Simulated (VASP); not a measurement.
A convergence study with VASP on AgBr (space group no. 225 when undisturbed): one setting is varied, all else stays as given below, so the limit is that of these other settings. One atom is moved off its site, so that forces are finite.

```
CELL_PARAMETERS angstrom
      0.00000     2.89365     2.89365
      2.89365     0.00000     2.89365
      2.89365     2.89365     0.00000
ATOMIC_POSITIONS crystal
  Ag 0.00864 0.00864 0.99136
  Br 0.50000 0.50000 0.50000
```

Computed with PBE GGA, VASP's PBE PAW potentials (set 64) (plane waves; VASP). The tightest run used: 300 eV cut-off, 17×17×17 Γ-centred mesh, Fermi-Dirac smearing of 0.010 eV, potentials Ag Br.

Gaps are read on the run's mesh, which can miss a band edge.

Problem. The settings run are 2×2×2 mesh; 3×3×3 mesh; 4×4×4 mesh; 5×5×5 mesh; 6×6×6 mesh; 8×8×8 mesh; 9×9×9 mesh; 10×10×10 mesh; 12×12×12 mesh; 13×13×13 mesh; 14×14×14 mesh; 16×16×16 mesh; 17×17×17 mesh. From which on does the stress (every component) stay within 0.5 GPa of the tightest run?

Solution. From 4×4×4 mesh on: it is off by 0.25 there and by no more than 0.5 in any finer run, while 3×3×3 mesh is off by 0.80.
| setting | E (eV/atom) | pressure (GPa) | gap on the mesh (eV) | irreducible k-points | difference judged (GPa) |
|---|---|---|---|---|---|
| 2×2×2 mesh | -2.0319 | 7.39 | 0.554 | 4 | 6.35 |
| 3×3×3 mesh | -2.4495 | 1.84 | 1.004 | 6 | 0.80 |
| 4×4×4 mesh | -2.4880 | 1.29 | 0.663 | 13 | 0.25 |
| 5×5×5 mesh | -2.4970 | 1.10 | 0.800 | 18 | 0.06 |
| 6×6×6 mesh | -2.4987 | 1.05 | 0.669 | 30 | 0.02 |
| 8×8×8 mesh | -2.4993 | 1.04 | 0.669 | 59 | 0.00 |
| 9×9×9 mesh | -2.4993 | 1.04 | 0.711 | 75 | 0.00 |
| 10×10×10 mesh | -2.4994 | 1.04 | 0.669 | 102 | 0.00 |
| 12×12×12 mesh | -2.4994 | 1.04 | 0.669 | 163 | 0.00 |
| 13×13×13 mesh | -2.4994 | 1.04 | 0.689 | 196 | 0.00 |
| 14×14×14 mesh | -2.4994 | 1.04 | 0.669 | 244 | 0.00 |
| 16×16×16 mesh | -2.4994 | 1.04 | 0.669 | 349 | 0.00 |
| 17×17×17 mesh | -2.4994 | 1.04 | 0.681 | 405 | 0.00 |

Left out are rungs that failed or repeat a setting and relaxations that didn't move; long series are thinned to 24 rows.

The structure is a typed AgBr crystal (space group no. 225). The cell was not relaxed at this level, it is distorted from the ideal structure.
